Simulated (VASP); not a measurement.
The system is SiGe3.

```xyz
4
Lattice="3.3106 0.0000 0.0000 0.0000 3.3106 0.0000 0.0000 0.0000 8.3884" Properties=species:S:1:pos:R:3 pbc="T T T"
Si    0.0000    0.0000    0.0000
Ge    1.6553    1.6553    6.4271
Ge    0.0000    0.0000    4.1942
Ge    1.6553    1.6553    1.9613
```

The cell was built by a generator and needn't be a form met in nature.

* Program: VASP 6.6.1
* Task: relaxation of cell and atoms
* Functional: PBE
* Potentials or basis: VASP PAW PBE potentials, release 64 (Si, Ge_d)
* Cutoff: 520 eV
* k mesh: 6 × 6 × 3
* Occupations: gaussian, width 0.15 eV
* Spin: no spin polarisation

At the start: pressure -10.2 GPa; volume 22.98 Å³/atom.

**Question.** Where does the relaxation end?

**Answer.** Over 12 steps the energy falls by 196.3 meV/atom and the volume is 18.52 Å³/atom (-19.4 %); space group P4/mmm (No. 123, to 0.05 Å).

The path:
```tsv
step	energy change (eV)	largest force (eV/Å)	pressure (GPa)	volume (Å³)
1	0.0000	0.4399	-10.16	91.94
2	-0.7240	0.2052	0.15	73.85
3	-0.7269	0.1456	1.79	73.46
4	-0.7417	0.1279	-2.53	75.66
5	-0.7413	0.2139	-2.92	74.86
6	-0.7574	0.1151	-1.38	74.83
7	-0.7689	0.0404	-1.55	74.74
8	-0.7838	0.1306	-0.36	74.46
9	-0.7823	0.0081	-1.15	74.54
10	-0.7837	0.1193	-0.34	74.48
11	-0.7836	0.0667	-0.67	74.49
12	-0.7851	0.0362	-0.28	74.07
```

Final structure:
```
CELL_PARAMETERS angstrom
3.22407 0.00000 0.00000
0.00000 3.22407 0.00000
0.00000 0.00000 7.12599
ATOMIC_POSITIONS crystal
Si 0.00000 0.00000 0.00000
Ge 0.50000 0.50000 0.77322
Ge 0.00000 0.00000 0.50000
Ge 0.50000 0.50000 0.22678
```

Caveat: the volume moved by over 15 % at a fixed basis, so the end points are rough.
